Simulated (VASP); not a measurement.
Computed with r2SCAN meta-GGA, VASP's PBE PAW potentials (set 64) (plane waves; VASP).

Input for VASP

KPOINTS:
```
Automatic mesh
0
Gamma
9 9 7
0 0 0
```

File KPOINTS_OPT:
```
k-points along high-symmetry lines
6
Line-mode
Reciprocal
  0.000000   0.000000   0.000000 ! GAMMA
  0.500000  -0.000000   0.000000 ! M

  0.500000  -0.000000   0.000000 ! M
  0.333333   0.333333   0.000000 ! K

  0.333333   0.333333   0.000000 ! K
  0.000000   0.000000   0.000000 ! GAMMA

  0.000000   0.000000   0.000000 ! GAMMA
  0.000000   0.000000   0.500000 ! A

  0.000000   0.000000   0.500000 ! A
  0.500000  -0.000000   0.500000 ! L

  0.500000  -0.000000   0.500000 ! L
  0.333333   0.333333   0.500000 ! H

  0.333333   0.333333   0.500000 ! H
  0.000000   0.000000   0.500000 ! A

  0.500000  -0.000000   0.500000 ! L
  0.500000  -0.000000   0.000000 ! M

  0.333333   0.333333   0.500000 ! H
  0.333333   0.333333   0.000000 ! K
```

POSCAR:
```
ZrAs
1.0
  4.6089268336   0.0000000000   0.0000000000
 -2.3044634168   3.9914474946   0.0000000000
  0.0000000000   0.0000000000   5.3685343688
Zr As
2 2
Cart
 -0.0000023045   2.6609663269   5.0330116955
  2.3044657213   1.3304811677   2.3487445111
 -0.0000023045   2.6609663269   2.3487230616
  2.3044657213   1.3304811677   5.0329902460
```

**INCAR**
```
ALGO = Normal
EDIFF = 1E-7
ENCUT = 400
ISIF = 2
ISMEAR = -5
LASPH = .TRUE.
LCHARG = .FALSE.
LEFG = .TRUE.
LMAXMIX = 4
LMIXTAU = .TRUE.
LORBIT = 11
LREAL = .FALSE.
LWAVE = .FALSE.
METAGGA = R2SCAN
NEDOS = 601
NELM = 100
PREC = Accurate
SYSTEM = ZrAs
```

POTCAR, in this order: Zr_sv As (PBE.64 set). Program: vasp_std.

What does the run give for the energy per atom (σ→0), band gap (over mesh and band path)?

```
Quantity                                                               Value
----------------------------------  ----------------------------------------
energy per atom (σ→0)                                        -19.756 eV/atom
band gap (over mesh and band path)  none (metal, semimetal or under 0.01 eV)
```

### OSZICAR
```
...
DAV:  20    -0.790229202421E+02   -0.33042E-04   -0.25603E-05  3394   0.317E-02    0.191E-03
DAV:  21    -0.790229213408E+02   -0.10987E-05   -0.11376E-06  2428   0.676E-03    0.182E-03
DAV:  22    -0.790229216276E+02   -0.28675E-06   -0.11494E-07  1489   0.282E-03    0.109E-03
DAV:  23    -0.790229208731E+02    0.75445E-06   -0.26989E-07  1763   0.346E-03    0.435E-04
DAV:  24    -0.790229209516E+02   -0.78526E-07   -0.51263E-08  1308   0.179E-03
   1 F= -.79022921E+02 E0= -.79022921E+02  d E =0.000000E+00
       N       E                     dE             ncg
       N       E                     dE             ncg
```

The structure was generated: ZrAs was put into the wurtzite type (P6_3mc), which need not be its known phase. It was relaxed first, which changed the volume by -37 %. The relaxed cell has space group P6_3/mmc.
